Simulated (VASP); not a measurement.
Data:

```
CELL_PARAMETERS angstrom
      5.90170     0.00000     0.00000
      0.00000     5.90170     0.00000
      0.00000     0.00000     5.90170
ATOMIC_POSITIONS crystal
  Zn 0.00000 0.00000 0.00000
  Cd 0.00000 0.50000 0.50000
  Cd 0.50000 0.00000 0.50000
  Cd 0.50000 0.50000 0.00000
  Se 0.76227 0.76227 0.23773
  Se 0.76227 0.23773 0.76227
  Se 0.23773 0.23773 0.23773
  Se 0.23773 0.76227 0.76227
```

The numbers are results of LDA (Ceperley-Alder, Perdew-Zunger), VASP's LDA PAW potentials (set 64) (plane waves; VASP), not measurements. Run with 400 eV cut-off, Gaussian smearing of 0.050 eV, potentials Zn Cd Se.

### Question
Predict the band gap (along the path) with the smallest direct gap where there is one.

### Answer

```yaml
band gap (along the path): 0.59 eV
smallest direct gap (along the path): 0.59 eV
```

The absolute energy has meaning only against runs of the same code, potentials and settings.

The structure comes from a computed database's ZnCd3Se4 entry (P-43m); how it stands against other phases isn't given here. It was relaxed first, which changed the volume by -6 %.
